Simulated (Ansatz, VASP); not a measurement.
**Cross-check of Na8Si3B2O13 (borosilicate glass) between VASP and Ansatz**

Aim: how closely do two programs agree when they are given the same cell, functional and k mesh? Of the first pair: The structure shown is the start of the Ansatz relaxation below; VASP solves that cell, so the two are compared at the walk's first step.

Main program and level: Ansatz 0.2.0; plane waves, with VASP 6.6.1 beside it; single point at PBE.

### Step 1. The structure

The cell holds 26 atoms: 3 Si, 2 B, 8 Na and 13 O. Its edges and angles: a = 6.896 Å, b = 6.896 Å, c = 6.896 Å, α = 90.0°, β = 90.0°, γ = 90.0°. As first built, before any earlier steps moved the atoms (in the runner's words): kind borosilicate glass; units_of_the_quenched_model {'SiO2': 3, 'B2O3': 1, 'Na2O': 4}; melt_K 3000; rate_K_ps 100; atoms 26.

### Step 2. Ansatz: relaxation, PBE

Ansatz runs on its default PAW (the set named soft_2) files.

The two programs are compared at the cell with which this relaxation starts, whose forces are those of its first step.

Contents of input.yaml:

```yaml
crystal:
  lattice:
    - [6.8964, 0.0, 0.0]
    - [0.0, 6.8964, 0.0]
    - [0.0, 0.0, 6.8964]
  atoms:
    - { symbol: Si, position: [0.407168, 0.397955, 0.52483] }
    - { symbol: Si, position: [0.80151, 0.807255, 0.615292] }
    - { symbol: Si, position: [0.408999, 0.715597, 0.206495] }
    - { symbol: B, position: [0.634218, 0.539303, 0.87996] }
    - { symbol: B, position: [0.63416, 0.072155, 0.349103] }
    - { symbol: Na, position: [0.852101, 0.772251, 0.12024] }
    - { symbol: Na, position: [0.971846, 0.428845, 0.23488] }
    - { symbol: Na, position: [0.557745, 0.198022, 0.00746] }
    - { symbol: Na, position: [0.998087, 0.120582, 0.930838] }
    - { symbol: Na, position: [0.850738, 0.313638, 0.576932] }
    - { symbol: Na, position: [0.362591, 0.900095, 0.706909] }
    - { symbol: Na, position: [0.133386, 0.016539, 0.369889] }
    - { symbol: Na, position: [0.133395, 0.561637, 0.826378] }
    - { symbol: O, position: [0.804491, 0.642797, 0.44941] }
    - { symbol: O, position: [0.813255, 0.109517, 0.245575] }
    - { symbol: O, position: [0.374844, 0.605821, 0.41442] }
    - { symbol: O, position: [0.518256, 0.43468, 0.73176] }
    - { symbol: O, position: [0.019003, 0.86828, 0.676755] }
    - { symbol: O, position: [0.520071, 0.5676, 0.058155] }
    - { symbol: O, position: [0.19784, 0.303561, 0.575366] }
    - { symbol: O, position: [0.679796, 0.997115, 0.543271] }
    - { symbol: O, position: [0.519919, 0.922712, 0.24434] }
    - { symbol: O, position: [0.518152, 0.24902, 0.377051] }
    - { symbol: O, position: [0.81336, 0.435413, 0.915856] }
    - { symbol: O, position: [0.679911, 0.733404, 0.804245] }
    - { symbol: O, position: [0.200046, 0.766726, 0.111012] }
  symmetry: { detect: false }
kpoints:
  mp_grid: { grid: [1, 1, 1] }
scf:
  occupations: { method: fermi_dirac, width: 0.05 }
hamiltonian:
  xc: pbe
output:
  forces: true
  stress: true
relax:
  f_tol: 0.04
  max_steps: 100
  escape_saddle: false
  cell: { stress_tol: 0.6, fix: [shape] }
```

On the command line:

```sh
$ ansatz run input.yaml --threads 4 --pin off --max-ram 8192MiB --backend cpu --events-out ev --progress --plain --runs-dir out
```

Numbers of over 12 decimals in the logs are rounded to 6 here.

The program printed:

```text
Engine: ansatz 0.2.0, aarch64-unknown-linux-gnu
Pseudopotentials: kind: paw
Pseudopotential: Si, paw, valence charge 4, recommended cutoff 420 eV (normal), Si.paw.azcp
Pseudopotential: B, paw, valence charge 3, recommended cutoff 420 eV (normal), B.paw.azcp
Pseudopotential: Na, paw, valence charge 9, recommended cutoff 420 eV (normal), Na.paw.azcp
Pseudopotential: O, paw, valence charge 6, recommended cutoff 420 eV (normal), O.paw.azcp
Functional definition: PBE
  parameter kappa = 0.804
  parameter beta = 0.066725
  exchange = pbe_x(kappa = kappa, mu = beta*pi^2/3)
  correlation = pbe_c(beta = beta)
Crystal: 26 atoms, lattice volume = 327.995 Å³
Basis set: ecut = 420 eV, 6403 PW (Γ), exchange–correlation on 96×96×96 points (8 copies of the dense FFT grid, shifted against one another)
Bands: 110, of which v1, the nominal top of the filled ones, is band 84 counted from 1 (83 counted from 0)
Symmetry: 1 space group operations
k-points: 1
Non-local potential: Si, projectors of the file, l = 0: 2, l = 1: 2, l = 2: 2
Non-local potential: B, projectors of the file, l = 0: 2, l = 1: 2, l = 2: 1
Non-local potential: Na, projectors of the file, l = 0: 3, l = 1: 2, l = 2: 1
Non-local potential: O, projectors of the file, l = 0: 2, l = 1: 2, l = 2: 1
PAW form: soft (Blöchl's): semilocal exchange-correlation on the pseudo side does not see the compensation charge
PAW one-centre angular grid: Si, 110 points (default); XC on 64 Gauss nodes
PAW one-centre angular grid: B, 110 points (default); XC on 64 Gauss nodes
PAW one-centre angular grid: Na, 110 points (default); XC on 64 Gauss nodes
PAW one-centre angular grid: O, 110 points (default); XC on 64 Gauss nodes
Initial density: superposition of atomic densities (neutral atoms: chi_scale 0, normalization atom), corrected by the library's trained network
Initial wavefunctions: pseudopotential atomic-orbital guess
Functional: x = pbe(κ = 0.804, μ = 0.219515), c = pbe(β = 0.066725)
SCF iter   1: F=—  HF=-21509.843488 eV  |F-HF|=—  |Δ(HF+E_count)|=         —  Δρ=3.38e-3  dr2=5.14e-2  ethr=1.77e-3  ⟨swp⟩=6.0  Hψ=450  notcnv=0  defer=8
preconditioner: auto → Resta (q_TF=auto, 2.440 Å⁻¹)  ε∞=2.6  [insulator: Δε(μ)=2.040 eV  Ē_g=20.027 eV  σ=0.050 eV  W_gap=1.00  n_scr=80 (ndim 8)  ℏωp=25.3 eV  f_vac=0.126  D(μ)=0.00/eV (n_scr^D=0)  ε∞_Penn≈2.6]
SCF iter   2: F=—  HF=-21509.836219 eV  |F-HF|=—  |Δ(HF+E_count)|=   7.27e-3  Δρ=1.92e-3  dr2=1.32e-2  ethr=3.06e-5  ⟨swp⟩=2.0  Hψ=176  notcnv=0  defer=19
SCF iter   3: F=—  HF=-21509.837550 eV  |F-HF|=—  |Δ(HF+E_count)|=   1.33e-3  Δρ=7.97e-4  dr2=4.77e-3  ethr=7.86e-6  ⟨swp⟩=2.0  Hψ=138  notcnv=0  defer=19
SCF iter   4: F=—  HF=-21509.840047 eV  |F-HF|=—  |Δ(HF+E_count)|=   2.50e-3  Δρ=3.41e-4  dr2=3.89e-4  ethr=2.84e-6  ⟨swp⟩=2.0  Hψ=173  notcnv=0  defer=19
SCF iter   5: F=—  HF=-21509.840250 eV  |F-HF|=—  |Δ(HF+E_count)|=   2.02e-4  Δρ=2.14e-4  dr2=1.29e-4  ethr=2.32e-7  ⟨swp⟩=2.0  Hψ=145  notcnv=0  defer=19
SCF iter   6: F=—  HF=-21509.840377 eV  |F-HF|=—  |Δ(HF+E_count)|=   1.27e-4  Δρ=7.08e-5  dr2=1.64e-5  ethr=7.67e-8  ⟨swp⟩=2.0  Hψ=137  notcnv=0  defer=19
SCF iter   7: F=—  HF=-21509.839838 eV  |F-HF|=—  |Δ(HF+E_count)|=   5.39e-4  Δρ=3.13e-5  dr2=3.14e-6  ethr=9.76e-9  ⟨swp⟩=2.0  Hψ=193  notcnv=0  defer=19
SCF iter   8: F=—  HF=-21509.839840 eV  |F-HF|=—  |Δ(HF+E_count)|=   2.51e-6  Δρ=1.18e-5  dr2=4.33e-7  ethr=1.87e-9  ⟨swp⟩=2.0  Hψ=136  notcnv=0  defer=19
SCF iter   9: F=-21509.839841 eV  HF=-21509.839841 eV  |F-HF|=3.88e-8  |Δ(HF+E_count)|=   5.10e-7  Δρ=2.89e-6  dr2=3.05e-8  ethr=5.95e-11  ⟨swp⟩=5.0  Hψ=334  notcnv=0
SCF 1 converged in 9 iterations: F = -21509.839841 eV  dr2 = 3.05e-8
  greatest PAW one-centre occupation: 0.999 electrons in one spin orbital (limit 2), on the Na atom at site 7 (counted from 0), in its partial waves of l = 0
relax step   1: F+E_penalty+E_count = -21509.83984074 eV  Δ(F+E_penalty+E_count) = +0.000e0 eV  max|allowed force component| = 1.710e0 eV/Å  Δτ_max = 0.0000 Å  P = +0.570 GPa  Ω = 327.995 Å³  fix = [alpha, beta, gamma, b/a, c/a]  reactions: b/a +0.239, c/a +0.267 GPa; alpha +3.346, beta -0.356, gamma -0.350 GPa/rad  (9 SCF iters, accepted)
[...]
relax step   9: F+E_penalty+E_count = -21511.16156762 eV  Δ(F+E_penalty+E_count) = -5.120e-4 eV  max|allowed force component| = 3.478e-2 eV/Å  Δτ_max = 0.0268 Å  P = -0.034 GPa  Ω = 323.598 Å³  energy of the carried Pulay correction = +1.305e-2 eV  fix = [alpha, beta, gamma, b/a, c/a]  reactions: b/a +0.779, c/a +0.778 GPa; alpha +3.576, beta +0.161, gamma +0.163 GPa/rad  (7 SCF iters, dr2 threshold 2.14e-7 eV, accepted)
[...]
relax step  10: F+E_penalty+E_count = -21511.15440995 eV  Δ(F+E_penalty+E_count) = +7.158e-3 eV  max|allowed force component| = 3.463e-2 eV/Å  Δτ_max = 0.0000 Å  P = -0.099 GPa  Ω = 323.598 Å³  fix = [alpha, beta, gamma, b/a, c/a]  reactions: b/a +0.779, c/a +0.778 GPa; alpha +3.578, beta +0.158, gamma +0.160 GPa/rad  stress off target by 9.86e-2 GPa on what of the cell is left free  SCF on the basis re-selected at this cell (its energy is not comparable with the rows above)  (4 SCF iters)
basis re-selected at this cell: Δ(F+E_penalty+E_count) = +7.158e-3 eV, ΔP = -0.065 GPa vs the last step (what re-selecting the basis moved, of the pressure what is left beyond the Pulay correction that the steps carried, after the strain that the cell walked since its last selection, with what the two solves' SCF thresholds leave and, on support functions, any second-order correction that the steps lacked; it is no m [...]
SCF converged after 4 iterations
Free energy (F): -21511.154410 eV
Harris-Foulkes:  -21511.154410 eV  (|F-HF|=1.34e-8)
Internal energy: -21511.154410 eV  (E = F + TS)
E sigma→0 (E₀):  -21511.154410 eV
Fermi energy:    5.455840 eV
--- Per-component energies (eV) ---
  E_band       = -1872.294095
  E_kinetic    = 3510.682726
  E_local      = -15759.404286  (includes V_loc(G=0)·N_el)
  E_nonlocal   = 1639.791974
  E_hartree    = 5699.601492
  E_xc         = -1515.447387
  E_vxc        = -1860.640746  (∫ρ·V_xc dr)
  E_paw        = -5861.908511  (= ΣΔE_a)
  E_vpaw       = -801.960624  (= ΣTr[D̂ρ^β])
  E_aug_tail   = 0.032525  (compensation charges beyond the density's cutoff)
  E_ewald      = -9224.502944
  E_smearing   = -0.000000  (= −TS)
  E_closure    = 0.000000  (closes the sum)
  Σ components = -21511.154410   (vs F -21511.154410, Δ=0.00e0)
--- Forces (eV/Å), atoms counted from 1 ---
  atom   1  Si     0.00623862    -0.00334976     0.02673188
  atom   2  Si     0.00972228     0.00732822     0.00750627
  atom   3  Si     0.00580951     0.02658851    -0.00404246
  atom   4  B     -0.01023127    -0.01837522    -0.00800296
  atom   5  B     -0.01035046    -0.00829274    -0.01878252
  atom   6  Na    -0.00045976    -0.00544399     0.00440573
  atom   7  Na     0.00467145     0.00285224     0.00294773
  atom   8  Na     0.01575543     0.00865382     0.00879278
  atom   9  Na    -0.00939171    -0.00321337    -0.00302141
  atom  10  Na    -0.00029773     0.00428441    -0.00574691
  atom  11  Na     0.00681868    -0.00298511    -0.00292762
  atom  12  Na    -0.00483675    -0.00344099     0.00322734
  atom  13  Na    -0.00479383     0.00345899    -0.00319589
  atom  14  O      0.00475365    -0.00028185    -0.00005283
  atom  15  O      0.01215271     0.01257645    -0.00495147
  atom  16  O     -0.00798134     0.00909782     0.00952793
  atom  17  O     -0.01471045    -0.01626471    -0.03441936
  atom  18  O     -0.00111676    -0.00296008    -0.00316461
  atom  19  O      0.00088731     0.00482390     0.01727350
  atom  20  O      0.00512392     0.00322083     0.00937608
  atom  21  O     -0.00547653    -0.01135602     0.00630557
  atom  22  O     -0.01460859    -0.03463170    -0.01621022
  atom  23  O      0.00067966     0.01726949     0.00465635
  atom  24  O      0.01209614    -0.00513592     0.01231952
  atom  25  O     -0.00539710     0.00604221    -0.01152301
  atom  26  O      0.00486001     0.00947116     0.00307858
  max |Σ_I F_I| component: 1.08e-4 eV/Å
--- Stress (GPa, compression-positive) ---
       -1.655412      -0.160165      -0.158497
       -0.160169       0.680154      -3.577609
       -0.158501      -3.577609       0.679334
  P = ⅓ Tr σ = -0.0986 GPa (-0.986 kbar)
--- Relaxed structure (9 steps of the walk, 9 accepted, 1 SCFs on fresh bases) ---
  F+E_penalty+E_count = -21511.15440995 eV   max|allowed force component| = 3.463e-2 eV/Å   (the final SCF, on the basis selected at the relaxed cell)
  cell:  # Å, volume = 323.5983 Å³
    - [6.865446, 0, 0]
    - [0, 6.865446, 0]
    - [0, 0, 6.865446]
  atoms:
    - { symbol: Si, position: [0.398039, 0.392207, 0.523524] }
    - { symbol: Si, position: [0.824851, 0.803706, 0.612016] }
    - { symbol: Si, position: [0.398045, 0.715211, 0.200540] }
    - { symbol: B, position: [0.647404, 0.542079, 0.875881] }
    - { symbol: B, position: [0.647420, 0.067578, 0.350378] }
    - { symbol: Na, position: [0.825492, 0.769660, 0.135438] }
    - { symbol: Na, position: [1.010118, 0.445976, 0.254276] }
    - { symbol: Na, position: [0.559933, 0.238269, 0.046573] }
    - { symbol: Na, position: [0.957729, 0.112045, 0.920309] }
    - { symbol: Na, position: [0.825468, 0.327181, 0.577976] }
    - { symbol: Na, position: [0.390225, 0.864190, 0.672431] }
    - { symbol: Na, position: [0.117827, 0.00770764, 0.377191] }
    - { symbol: Na, position: [0.117878, 0.568889, 0.816028] }
    - { symbol: O, position: [0.845823, 0.640102, 0.448385] }
    - { symbol: O, position: [0.816325, 0.095754, 0.232239] }
    - { symbol: O, position: [0.383347, 0.613132, 0.421459] }
    - { symbol: O, position: [0.491182, 0.430590, 0.743956] }
    - { symbol: O, position: [0.034451, 0.883526, 0.691874] }
    - { symbol: O, position: [0.537954, 0.573882, 0.067358] }
    - { symbol: O, position: [0.180033, 0.304624, 0.542308] }
    - { symbol: O, position: [0.684943, 0.993379, 0.546468] }
    - { symbol: O, position: [0.491179, 0.935642, 0.238941] }
    - { symbol: O, position: [0.537965, 0.259052, 0.382189] }
    - { symbol: O, position: [0.816337, 0.423980, 0.904066] }
    - { symbol: O, position: [0.684883, 0.738164, 0.801651] }
    - { symbol: O, position: [0.180037, 0.733993, 0.112966] }
```

The column dr2 measures how far the density is from self-consistency, as an energy; F and HF (Harris–Foulkes) agree once it is small.

(Continued in part 2 of 3.)

[Lines on the potential files, build, host, timing and source positions are cut from VASP's logs without a mark.]

[Logs are printed without paths, hosts, clocks, repeated set-up lines and the standing remarks that a program may print on its own settings, such as how far it seeks lower states.]

[Hosts, paths, dates, database ids (printed as entryN), source tags and the programs' standing remarks are cut or masked in the printed files.]
